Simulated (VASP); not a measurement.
# CaTl2Si2 (I4/mmm) in VASP: notebook

One crystal, CaTl2Si2, is run at these levels: r2SCAN, LDA; tasks: single point.

Everything below comes from runs of VASP 6.6.1. Logs are shortened: lines on timing, memory, paths and dates and some standing lists are left out, and cuts for length are marked.

### 1 The structure

Symmetry: I4/mmm, No. 139, tetragonal system. Conventional cell: a = 4.564 Å, b = 4.564 Å, c = 11.297 Å, α = 90.00°, β = 90.00°, γ = 90.00°. Si (site symmetry 4mm) has 1 Si at 2.62 Å and 4 Tl at 2.74 Å as nearest neighbours. Around Ca (site symmetry 4/mmm) lie 8 Si at 3.48 Å and 8 Tl at 3.63 Å. Tl (site symmetry -4m2) has 4 Si at 2.74 Å as nearest neighbours.

The cell was built by a generator and needn't be a form met in nature.

### 2 Single point, r2SCAN

POSCAR reads:

```
CaTl2Si2
1.0
    0.0000000000      4.5639340000      0.0000000000
    4.5639340000      0.0000000000      0.0000000000
    2.2819670000      2.2819670000     -5.6484330000
Si Ca Tl
2 1 2
Direct
    0.3840000000      0.3840000000      0.2320000000
    0.6160000000      0.6160000000      0.7680000000
    0.0000000000      0.0000000000      0.0000000000
    0.7500000000      0.2500000000      0.5000000000
    0.2500000000      0.7500000000      0.5000000000
```

INCAR.step1 reads:

```
SYSTEM = CaTl2Si2
  ALGO = Normal
  EDIFF = 1E-4
  ENCUT = 520
  GGA = PE
  ISMEAR = -1
  LASPH = .True.
  LCHARG = .False.
  LREAL = .False.
  LWAVE = .True.
  NBANDS = 30
  NELM = 100
  PREC = Accurate
  SIGMA = 0.1
```

INCAR.step2 reads:

```
SYSTEM = CaTl2Si2
  ALGO = Normal
  EDIFF = 1E-7
  ENCUT = 520
  ISIF = 2
  ISMEAR = -1
  ISTART = 1
  LASPH = .True.
  LCHARG = .True.
  LELF = .True.
  LMIXTAU = .True.
  LREAL = .False.
  LVHAR = .True.
  LWAVE = .False.
  METAGGA = R2SCAN
  NBANDS = 30
  NELM = 100
  PREC = Accurate
  SIGMA = 0.1
```

KPOINTS reads:

```
k-points
0
Gamma
  4 4 4
  0 0 0
```

Potentials or basis: VASP PAW PBE potentials, release 64 (Si, Ca_sv, Tl_d).

The run is started by

```
$ cat potpaw_PBE.64/Si/POTCAR potpaw_PBE.64/Ca_sv/POTCAR potpaw_PBE.64/Tl_d/POTCAR > POTCAR
$ cp INCAR.step1 INCAR
$ mpirun -np 1 vasp_std > vasp.out
$ cp INCAR.step2 INCAR
$ mpirun -np 1 vasp_std > vasp.out
```

OUTCAR:

```text
SYSTEM = CaTl2Si2
   EDIFF = 1E-7
   ENCUT = 520
   ISIF = 2
   ISMEAR = -1
   ISTART = 1
   LASPH = .True.
   LREAL = .False.
   METAGGA = R2SCAN
   NELM = 100
   PREC = Accurate

 ion  position               nearest neighbor table
   1  0.384  0.384  0.232-   2 2.62   4 2.74   5 2.74   5 2.74   4 2.74
   2  0.616  0.616  0.768-   1 2.62   4 2.74   5 2.74   4 2.74   5 2.74
   3  0.000  0.000  0.000-   4 3.63   5 3.63   4 3.63   5 3.63   4 3.63   5 3.63   4 3.63   5 3.63

   4  0.750  0.250  0.500-   1 2.74   1 2.74   2 2.74   2 2.74   5 3.23   5 3.23   5 3.23   5 3.23
                             3 3.63   3 3.63   3 3.63   3 3.63
   5  0.250  0.750  0.500-   1 2.74   1 2.74   2 2.74   2 2.74   4 3.23   4 3.23   4 3.23   4 3.23
                             3 3.63   3 3.63   3 3.63   3 3.63

  LATTYP: Found a body centered tetragonal cell.
 ALAT       =     4.5639340000
 C/A-ratio  =     2.4752474510

  Lattice vectors:

 A1 = (  -2.2819670000,   2.2819670000,   5.6484330000)
 A2 = (   2.2819670000,  -2.2819670000,   5.6484330000)
 A3 = (   2.2819670000,   2.2819670000,  -5.6484330000)

Analysis of symmetry for initial positions (statically):
=====================================================================
 Subroutine PRICEL returns:
 Original cell was already a primitive cell.

 Routine SETGRP: Setting up the symmetry group for a
 body centered tetragonal supercell.

 Subroutine GETGRP returns: Found 16 space group operations
 (whereof 16 operations were pure point group operations)
 out of a pool of 16 trial point group operations.

The static configuration has the point symmetry D_4h.

Analysis of symmetry for dynamics (positions and initial velocities):
=====================================================================
 Subroutine PRICEL returns:
 Original cell was already a primitive cell.

 Routine SETGRP: Setting up the symmetry group for a
 body centered tetragonal supercell.

 Subroutine GETGRP returns: Found 16 space group operations
 (whereof 16 operations were pure point group operations)
 out of a pool of 16 trial point group operations.

The dynamic configuration has the point symmetry D_4h.

 Subroutine INISYM returns: Found 16 space group operations
 (whereof 16 operations are pure point group operations),
 and found     1 'primitive' translations

----------------------------------------------------------------------------------------

                                     Primitive cell

  volume of cell :     117.6540

  direct lattice vectors                    reciprocal lattice vectors
     0.000000000  4.563934000  0.000000000     0.000000000  0.219109216  0.088520126
     4.563934000  0.000000000  0.000000000     0.219109216  0.000000000  0.088520126
     2.281967000  2.281967000 -5.648433000     0.000000000  0.000000000 -0.177040252

  length of vectors
     4.563934000  4.563934000  6.505347195     0.236314750  0.236314750  0.177040252

  position of ions in fractional coordinates (direct lattice)
     0.384000000  0.384000000  0.232000000
     0.616000000  0.616000000  0.768000000
     0.000000000  0.000000000  0.000000000
     0.750000000  0.250000000  0.500000000
     0.250000000  0.750000000  0.500000000

  ion indices of the primitive-cell ions
   primitive index   ion index
                 1           1
                 2           2
                 3           3
                 4           4
                 5           5

----------------------------------------------------------------------------------------

 KPOINTS: k-points

Automatic generation of k-mesh.
 Grid dimensions read from file:
 generate k-points for:    4    4    4

 Generating k-lattice:

  Cartesian coordinates                     Fractional coordinates (reciprocal lattice)
     0.000000000  0.054777304  0.022130031     0.250000000  0.000000000 -0.000000000
     0.054777304  0.000000000  0.022130031     0.000000000  0.250000000 -0.000000000
     0.000000000  0.000000000 -0.044260063     0.000000000  0.000000000  0.250000000

  Length of vectors
     0.059078688  0.059078688  0.044260063

  Shift w.r.t. Gamma in fractional coordinates (k-lattice)
     0.000000000  0.000000000  0.000000000

 Subroutine IBZKPT returns following result:
 ===========================================

 Found     13 irreducible k-points:

 Following reciprocal coordinates:
            Coordinates               Weight
  0.000000  0.000000  0.000000      1.000000
  0.250000  0.000000  0.000000      8.000000
  0.500000  0.000000  0.000000      4.000000
  0.250000  0.250000  0.000000      8.000000
  0.500000  0.250000  0.000000     16.000000
 -0.250000  0.250000  0.000000      4.000000
  0.500000  0.500000  0.000000      2.000000
  0.000000  0.000000  0.250000      2.000000
  0.500000  0.000000  0.250000      4.000000
 -0.250000  0.000000  0.250000      8.000000
  0.500000  0.500000  0.250000      2.000000
 -0.250000 -0.250000  0.250000      4.000000
  0.000000  0.000000  0.500000      1.000000
   k-points           NKPTS =     13   k-points in BZ     NKDIM =     13   number of bands    NBANDS=     30
   number of dos      NEDOS =    301   number of ions     NIONS =      5
   total plane-waves  NPLWV =  62208
   dimension x,y,z NGX =    36 NGY =   36 NGZ =   48
   dimension x,y,z NGXF=    72 NGYF=   72 NGZF=   96
   ions per type =               2   1   2
   NGX,Y,Z   is equivalent  to a cutoff of  13.11, 13.11, 12.27 a.u.
   NGXF,Y,Z  is equivalent  to a cutoff of  26.23, 26.23, 24.53 a.u.
 SYSTEM =  CaTl2Si2
   PREC   = accura    normal or accurate (medium, high low for compatibility)
   ISTART =      1    job   : 0-new  1-cont  2-samecut
   ICHARG =      0    charge: 1-file 2-atom 10-const
   ISPIN  =      1    spin polarized calculation?
   LNONCOLLINEAR =      F non collinear calculations
   LSORBIT =      F    spin-orbit coupling
   LASPH  =      T    aspherical Exc in radial PAW
   ENCUT  =  520.0 eV  38.22 Ry    6.18 a.u.   8.49  8.49 12.10*2*pi/ulx,y,z
   NELM   =    100;   NELMIN=  2; NELMDL=  0     # of ELM steps
   EDIFF  = 0.1E-06   stopping-criterion for ELM
   LREAL  =      F    real-space projection
   EDIFFG = 0.1E-05   stopping-criterion for IOM
   NSW    =      0    number of steps for IOM
   IBRION =     -1    ionic relax: 0-MD 1-quasi-New 2-CG
   NFREE  =      0    steps in history (QN), initial steepest desc. (CG)
   ISIF   =      2    stress and relaxation
   ISYM   =      2    0-nonsym 1-usesym 2-fastsym
   POTIM  = 0.5000    time-step for ionic-motion
   TEBEG  =    0.0;   TEEND  =   0.0 temperature during run
   PSTRESS=    0.0 pullay stress
   NELECT =      44.0000    total number of electrons
   NUPDOWN=      -1.0000    fix difference up-down
   EMIN   =  10.00;   EMAX   =-10.00  energy-range for DOS
   EFERMI =   0.00;   METHOD = LEGACY
   ISMEAR =    -1;   SIGMA  =   0.10  broadening in eV -4-tet -1-fermi 0-gaus
   EFERMI_NEDOS =   21; number of points for ismear=-14 and -15
   IALGO  =     38    algorithm
   IMIX   =      4    mixing-type and parameters
     AMIX     =   0.40;   BMIX     =  1.00
     AMIX_MAG =   1.60;   BMIX_MAG =  1.00
  volume/ion in A,a.u.               =      23.53       158.79
  Fermi-wavevector in a.u.,A,eV,Ry     =   1.179479  2.228892 18.928022  1.391170
  Thomas-Fermi vector in A             =   2.315789
   LORBIT       =      0    0 simple, 1 ext, 2 COOP (PROOUT), +10 PAW based schemes
   METAGGA = R2SCAN    functional components
   LHFCALC =     F    Hartree Fock is set to
   AEXX    =    0.0000 exact exchange contribution
   IVDW    =     0    specifies the selected vdW correction
   LEPSILON=     F    determine dielectric tensor
   LRPA    =     F    only Hartree local field effects (RPA)
 non-spin polarized calculation
  energy-cutoff  :      520.00
  volume of cell :      117.65
 maximum number of plane-waves:      3198
 NGX is ok and might be reduce to    36
   NGX = 17   NGY = 17   NGZ = 25

 number of electron      43.9999997 magnetization

 Free energy of the ion-electron system (eV)
  ---------------------------------------------------
  ext. energy  EPLUGINS =         0.00000000
  ---------------------------------------------------
  free energy    TOTEN  =      -129.76778866 eV

  energy without entropy =     -129.66377602  energy(sigma->0) =     -129.71578234

 E-fermi :   6.8918     XC(G=0): -10.6238

 val. band max:        6.8703107233   @ k =   0.0000   0.0000   0.2500
 cond. band min:       6.8949382223   @ k =  -0.2500   0.0000   0.2500
 fundamental gap:      0.0246274990
 Fermi energy:         6.8918032197

 k-point     1 :       0.0000    0.0000    0.0000
  band No.  band energies     occupation
      1     -37.2960      2.00000
      2     -17.4548      2.00000
      3     -17.3775      2.00000
      4     -17.3775      2.00000
      5      -6.3980      2.00000
      6      -6.2122      2.00000
[... 22 lines left out ...]
     29      10.3657      0.00000
     30      11.8356      0.00000

 k-point     2 :       0.2500    0.0000    0.0000
  band No.  band energies     occupation
      1     -37.2958      2.00000
      2     -17.4543      2.00000
      3     -17.3853      2.00000
      4     -17.3767      2.00000
      5      -6.2471      2.00000
      6      -6.0637      2.00000
[... 22 lines left out ...]
     29      10.0399      0.00000
     30      10.9249      0.00000

 k-point     3 :       0.5000    0.0000    0.0000
  band No.  band energies     occupation
      1     -37.2955      2.00000
      2     -17.4538      2.00000
      3     -17.3930      2.00000
      4     -17.3759      2.00000
      5      -5.9977      2.00000
      6      -5.9508      2.00000
[... 22 lines left out ...]
     29      10.7577      0.00000
     30      10.8926      0.00000

 k-point     4 :       0.2500    0.2500    0.0000
  band No.  band energies     occupation
      1     -37.2955      2.00000
      2     -17.4538      2.00000
      3     -17.3845      2.00000
      4     -17.3839      2.00000
      5      -6.1444      2.00000
      6      -6.0998      2.00000
[... 22 lines left out ...]
     29      10.4220      0.00000
     30      10.9597      0.00000

 k-point     5 :       0.5000    0.2500    0.0000
  band No.  band energies     occupation
      1     -37.2953      2.00000
      2     -17.4529      2.00000
      3     -17.3917      2.00000
      4     -17.3831      2.00000
      5      -6.0651      2.00000
      6      -6.0112      2.00000
[... 22 lines left out ...]
     29      10.4942      0.00000
     30      10.9801      0.00000
[... 163 lines left out ...]
     29       9.7484      0.00000
     30      11.1090      0.00000

 k-point    11 :       0.5000    0.5000    0.2500
  band No.  band energies     occupation
      1     -37.2950      2.00000
      2     -17.4521      2.00000
      3     -17.3903      2.00000
      4     -17.3903      2.00000
      5      -6.1263      2.00000
      6      -6.0759      2.00000
[... 22 lines left out ...]
     29      10.5170      0.00000
     30      11.0642      0.00000

 k-point    12 :      -0.2500   -0.2500    0.2500
  band No.  band energies     occupation
      1     -37.2955      2.00000
      2     -17.4542      2.00000
      3     -17.3843      2.00000
      4     -17.3840      2.00000
      5      -6.1599      2.00000
      6      -6.0980      2.00000
[... 22 lines left out ...]
     29      10.3179      0.00000
     30      11.0943      0.00000

 k-point    13 :       0.0000    0.0000    0.5000
  band No.  band energies     occupation
      1     -37.2960      2.00000
      2     -17.4566      2.00000
      3     -17.3775      2.00000
      4     -17.3774      2.00000
      5      -6.4321      2.00000
      6      -6.2116      2.00000
[... 22 lines left out ...]
     29       9.4937      0.00000
     30       9.7726      0.00000

------------------------ aborting loop because EDIFF is reached ----------------------------------------

  FORCE on cell =-STRESS in cart. coord.  units (eV):
  Direction    XX          YY          ZZ          XY          YZ          ZX
  --------------------------------------------------------------------------------------
  -------------------------------------------------------------------------------------
  Total        5.3039523      5.3039523      0.9977944      0.0000000      0.0000000      0.0000000
  in kB       72.2276521     72.2276521     13.5876691      0.0000000      0.0000000      0.0000000
  external PRESSURE =      52.6809911 kB  Pullay stress =       0.0000000 kB

 VOLUME and BASIS-vectors are now :
 -----------------------------------------------------------------------------
  energy-cutoff  :      520.00
  volume of cell :      117.65
      direct lattice vectors                 reciprocal lattice vectors
     0.000000000  4.563934000  0.000000000     0.000000000  0.219109216  0.088520126
     4.563934000  0.000000000  0.000000000     0.219109216  0.000000000  0.088520126
     2.281967000  2.281967000 -5.648433000     0.000000000  0.000000000 -0.177040252

 POSITION                                       TOTAL-FORCE (eV/Angst)
 -----------------------------------------------------------------------------------
      2.28197      2.28197     -1.31044        -0.000000     -0.000000      1.848141
      4.56393      4.56393     -4.33800         0.000000      0.000000     -1.848141
      0.00000      0.00000      0.00000         0.000000      0.000000      0.000000
      2.28197      4.56393     -2.82422         0.000000      0.000000      0.000000
      4.56393      2.28197     -2.82422        -0.000000     -0.000000     -0.000000
 -----------------------------------------------------------------------------------
    total drift:                                0.000000      0.000000      0.000000

  FREE ENERGIE OF THE ION-ELECTRON SYSTEM (eV)
  ---------------------------------------------------
  free  energy   TOTEN  =      -129.7677886593 eV

  energy  without entropy=     -129.6637760151  energy(sigma->0) =     -129.71578234
```

It took 1.8 min on 1 thread of Intel Xeon 6975P-C (Granite Rapids), shared host; peak memory 0.27 GiB.

What came out:

| Item | Value |
| --- | --- |
| Free energy | -129.7678 eV |
| Pressure | 5.3 GPa |
| Largest force | 1.848 eV/Å |
| Band gap on the k mesh | none (metal or under the smearing width) |

Forces on the atoms (eV/Å):
```
Si   0.000  0.000  1.848
Si   0.000  0.000 -1.848
Ca   0.000  0.000  0.000
Tl   0.000  0.000  0.000
Tl   0.000  0.000  0.000
```

Stress tensor (GPa, compression positive):
```
7.22 0.00 0.00
0.00 7.22 0.00
0.00 0.00 1.36
```

Caveat: the k mesh is coarse (spacing up to 0.37 Å⁻¹), so the values aren't converged; the PAW data sets were made with another functional, which shifts forces and pressure a little. Spin-orbit coupling is left out, which matters for the levels of Tl.

### 3 Single point, r2SCAN

POSCAR is that of step 2.

INCAR.step1 reads:

```
SYSTEM = CaTl2Si2
PREC = Accurate ; ENCUT = 520
ISMEAR = -1 ; SIGMA = 0.1
LREAL = .FALSE. ; LASPH = .TRUE.
NELM = 60 ; NBANDS = 30
GGA = PE ; ALGO = Normal
EDIFF = 1E-4 ; LWAVE = .TRUE.
LCHARG = .FALSE.
```

INCAR.step2 reads:

```
SYSTEM = CaTl2Si2
PREC = Accurate ; ENCUT = 520
EDIFF = 1E-6 ; ISMEAR = -1
SIGMA = 0.1 ; LREAL = .FALSE.
LASPH = .TRUE. ; NELM = 60
ALGO = Normal ; ISIF = 2
LWAVE = .FALSE. ; LCHARG = .FALSE.
METAGGA = R2SCAN ; LMIXTAU = .TRUE.
NBANDS = 30 ; ISTART = 1
```

KPOINTS reads:

```
regular mesh
0
G
  4 4 4
  0 0 0
```

Potentials or basis: VASP PAW PBE potentials, release 64 (Si, Ca_sv, Tl_d).

The run is started by

```
$ cat potpaw_PBE.64/Si/POTCAR potpaw_PBE.64/Ca_sv/POTCAR potpaw_PBE.64/Tl_d/POTCAR > POTCAR
$ cp INCAR.step1 INCAR
$ mpirun -np 1 vasp_std > vasp.out
$ cp INCAR.step2 INCAR
$ mpirun -np 1 vasp_std > vasp.out
```

It took 99 s on 1 thread of Intel Xeon 6975P-C (Granite Rapids), shared host; peak memory 0.27 GiB.

It converged, with:

```
Free energy            : -129.7678 eV
Pressure               : 5.3 GPa
Largest force          : 1.848 eV/Å
Band gap on the k mesh : none (metal or under the smearing width)
```

Forces in eV/Å, atoms in the order of the input:
```
Si   0.000  0.000  1.848
Si   0.000  0.000 -1.848
Ca   0.000  0.000  0.000
Tl   0.000  0.000  0.000
Tl   0.000  0.000  0.000
```

Stress tensor (GPa, compression positive):
```
7.22 0.00 0.00
0.00 7.22 0.00
0.00 0.00 1.36
```

Levels at points of the mesh, in eV from the Fermi level:
| k point | band 20 | band 21 | band 22 | band 23 | band 24 | band 25 |
| --- | --- | --- | --- | --- | --- | --- |
| (0.00, 0.00, 0.00) | -3.20 | -1.00 | -1.00 | -0.20 | 0.82 | 0.96 |
| (0.50, 0.00, 0.00) | -1.90 | -1.24 | -0.95 | -0.23 | 0.20 | 1.48 |
| (0.50, 0.50, 0.00) | -3.86 | -2.71 | -0.42 | 0.23 | 1.09 | 2.79 |
| (0.00, 0.00, 0.50) | -1.92 | -1.33 | -0.29 | 0.54 | 0.54 | 2.16 |

Caveat: the k mesh is coarse (spacing up to 0.37 Å⁻¹), so the values aren't converged; the PAW data sets were made with another functional, which shifts forces and pressure a little. The run has no spin-orbit coupling, so splittings on Tl are missing.

### 4 Single point, LDA

INCAR reads:

```
PREC = Accurate ; ENCUT = 520
EDIFF = 1E-6 ; ISMEAR = 1
SIGMA = 0.05 ; LREAL = F
LASPH = T ; NELM = 100
ALGO = Fast ; ISIF = 2
LWAVE = F ; LCHARG = F
GGA = CA ; NBANDS = 30
```

KPOINTS reads:

```
Automatic mesh
0
Gamma
  4 4 4
```

POSCAR is that of step 3.

Potentials or basis: VASP PAW LDA potentials, release 64 (Si, Ca_sv, Tl_d).

The run is started by

```
$ cat potpaw_LDA.64/Si/POTCAR potpaw_LDA.64/Ca_sv/POTCAR potpaw_LDA.64/Tl_d/POTCAR > POTCAR
$ mpirun -np 1 vasp_std > vasp.out
```

Wall time 49 s (1 thread of Intel Xeon 6975P-C (Granite Rapids), shared host); peak memory 0.22 GiB.

Results (log left out):

```yaml
Free_energy: -19.3326 eV
Pressure: 2.0 GPa
Largest_force: 1.649 eV/Å
Band_gap_on_the_k_mesh: none (metal or under the smearing width)
```

Forces on the atoms (eV/Å):
```
Si   0.000  0.000  1.649
Si   0.000  0.000 -1.649
Ca   0.000  0.000  0.000
Tl   0.000  0.000  0.000
Tl   0.000  0.000  0.000
```

Stress tensor (GPa, compression positive):
```
 3.69  0.00  0.00
 0.00  3.69  0.00
 0.00  0.00 -1.26
```

Levels at points of the mesh, in eV from the Fermi level:
| k point | band 19 | band 20 | band 21 | band 22 | band 23 | band 24 | band 25 | band 26 |
| --- | --- | --- | --- | --- | --- | --- | --- | --- |
| (0.00, 0.00, 0.00) | -2.91 | -2.91 | -0.70 | -0.70 | -0.17 | 0.68 | 0.81 | 2.46 |
| (0.50, 0.00, 0.00) | -1.84 | -1.58 | -1.21 | -0.72 | -0.16 | 0.23 | 1.42 | 2.53 |
| (0.50, 0.50, 0.00) | -4.07 | -3.43 | -2.39 | -0.41 | 0.33 | 0.92 | 2.62 | 2.92 |
| (0.00, 0.00, 0.50) | -3.19 | -1.62 | -1.38 | -0.40 | 0.68 | 0.68 | 1.95 | 2.42 |

Caveat: the k mesh is coarse (spacing up to 0.37 Å⁻¹), so the values aren't converged; forces of over 1 eV/Å show positions far from the minimum, so gaps and moduli don't describe the material at rest.
